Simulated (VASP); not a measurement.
Consider the following.

```
CELL_PARAMETERS angstrom
      4.86832    -8.43217     0.00000
      4.86832     8.43217     0.00000
      0.00000     0.00000    10.55628
ATOMIC_POSITIONS crystal
  Ga 0.22222 0.11111 0.25000
  Ga 0.11111 0.22222 0.00000
  Ga 0.22222 0.11111 0.75000
  Ga 0.11111 0.22222 0.50000
  Ga 0.22222 0.44444 0.25000
  Ga 0.11111 0.55556 0.00000
  Ga 0.22222 0.44444 0.75000
  Ga 0.11111 0.55556 0.50000
  Ga 0.22222 0.77778 0.25000
  Ga 0.11111 0.88889 0.00000
  Ga 0.22222 0.77778 0.75000
  Ga 0.11111 0.88889 0.50000
  Ga 0.55556 0.11111 0.25000
  Ga 0.44444 0.22222 0.00000
  Ga 0.55556 0.11111 0.75000
  Ga 0.44444 0.22222 0.50000
  Ga 0.55556 0.44444 0.25000
  Ga 0.44444 0.55556 0.00000
  Ga 0.55556 0.44444 0.75000
  Ga 0.44444 0.55556 0.50000
  Ga 0.55556 0.77778 0.25000
  Ga 0.44444 0.88889 0.00000
  Ga 0.55556 0.77778 0.75000
  Ga 0.44444 0.88889 0.50000
  Ga 0.88889 0.11111 0.25000
  Ga 0.77778 0.22222 0.00000
  Ga 0.88889 0.11111 0.75000
  Ga 0.77778 0.22222 0.50000
  Ga 0.88889 0.44444 0.25000
  Ga 0.77778 0.55556 0.00000
  Ga 0.88889 0.44444 0.75000
  Ga 0.77778 0.55556 0.50000
  Ga 0.88889 0.77778 0.25000
  Ga 0.77778 0.88889 0.00000
  Ga 0.88889 0.77778 0.75000
  Ga 0.77778 0.88889 0.50000
  N  0.22222 0.11111 0.43850
  N  0.11111 0.22222 0.18850
  N  0.22222 0.11111 0.93850
  N  0.11111 0.22222 0.68850
  N  0.22222 0.44444 0.43850
  N  0.11111 0.55556 0.18850
  N  0.22222 0.44444 0.93850
  N  0.11111 0.55556 0.68850
  N  0.22222 0.77778 0.43850
  N  0.11111 0.88889 0.18850
  N  0.22222 0.77778 0.93850
  N  0.11111 0.88889 0.68850
  N  0.55556 0.11111 0.43850
  N  0.44444 0.22222 0.18850
  N  0.55556 0.11111 0.93850
  N  0.44444 0.22222 0.68850
  N  0.55556 0.44444 0.43850
  N  0.44444 0.55556 0.18850
  N  0.55556 0.44444 0.93850
  N  0.44444 0.55556 0.68850
  N  0.55556 0.77778 0.43850
  N  0.44444 0.88889 0.18850
  N  0.55556 0.77778 0.93850
  N  0.44444 0.88889 0.68850
  N  0.88889 0.11111 0.43850
  N  0.77778 0.22222 0.18850
  N  0.88889 0.11111 0.93850
  N  0.77778 0.22222 0.68850
  N  0.88889 0.44444 0.43850
  N  0.77778 0.55556 0.18850
  N  0.88889 0.44444 0.93850
  N  0.77778 0.55556 0.68850
  N  0.88889 0.77778 0.43850
  N  0.77778 0.88889 0.18850
  N  0.88889 0.77778 0.93850
  N  0.77778 0.88889 0.68850
```

The numbers are results of PBE GGA, VASP's PBE PAW potentials (set 64) (plane waves; VASP 6.6.1), not measurements. Settings: PREC = Normal, LREAL = Auto, EDIFF = 1E-5, 400 eV cut-off, 1×1×1 Γ-centred mesh, Gaussian smearing of 0.050 eV, potentials Ga N.

At this cut-off the stress carries a Pulay error, which pulls relaxed volumes low. The supercell is sampled at Γ alone, which is coarse: total energies, pressure and levels can be off, energies of defects by several tenths of an eV.

Problem. Give the stress tensor in GPa (positive for a compressed cell).

Solution. 
```
-1.67   0.00   0.00
 0.00  -1.67   0.00
 0.00   0.00  -3.69
```
The pressure is its mean diagonal, -2.34 GPa.

The cell is a supercell, built from GaN (wurtzite).
